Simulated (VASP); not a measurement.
A convergence study with VASP on Ag (fcc): a few settings are varied, all else stays as given below, so the limit is that of these other settings. The cell's lengths are 1 % over those of the tabulated start, so it is off equilibrium.

```xyz
1
Lattice="0.0000 2.0654 2.0654 2.0654 0.0000 2.0654 2.0654 2.0654 0.0000" Properties=species:S:1:pos:R:3 pbc="T T T"
Ag     0.0000     0.0000     0.0000
```

These are PBE GGA, VASP's PBE PAW potentials (set 64) (plane waves; VASP) values and carry that method's errors. The last row used: LREAL = Auto, 600 eV cut-off, 13×13×13 Γ-centred mesh, first-order Methfessel-Paxton smearing of 0.10 eV, potentials Ag.

| setting | E (eV/atom) | pressure (GPa) | plane waves |
|---|---|---|---|
| ENCUT = 300, LREAL = .FALSE., PREC = Normal | -2.7242 | 0.76 | 218 |
| ENCUT = 400, LREAL = .FALSE., PREC = Normal | -2.7145 | 0.45 | 331 |
| ENCUT = 500, LREAL = .FALSE., PREC = Normal | -2.7144 | 0.82 | 459 |
| ENCUT = 600, LREAL = .FALSE., PREC = Normal | -2.7141 | 0.76 | 609 |
| ENCUT = 500, LREAL = .FALSE., PREC = Accurate | -2.7144 | 0.82 | 459 |
| ENCUT = 600, LREAL = .FALSE., PREC = Accurate | -2.7141 | 0.76 | 609 |
| ENCUT = 300, LREAL = Auto, PREC = Normal | -2.7235 | 0.80 | 218 |
| ENCUT = 400, LREAL = Auto, PREC = Normal | -2.7147 | 0.44 | 331 |
| ENCUT = 500, LREAL = Auto, PREC = Normal | -2.7149 | 0.81 | 459 |
| ENCUT = 600, LREAL = Auto, PREC = Normal | -2.7147 | 0.64 | 609 |
| ENCUT = 300, LREAL = Auto, PREC = Accurate | -2.7234 | 0.71 | 218 |
| ENCUT = 400, LREAL = Auto, PREC = Accurate | -2.7147 | 0.42 | 331 |
| ENCUT = 500, LREAL = Auto, PREC = Accurate | -2.7150 | 0.86 | 459 |
| ENCUT = 600, LREAL = Auto, PREC = Accurate | -2.7147 | 0.88 | 609 |

Left out are rungs that failed or repeat a setting and relaxations that didn't move; long series are thinned to 24 rows.

The compound is Ag in the fcc structure. The cell was not relaxed at this level.
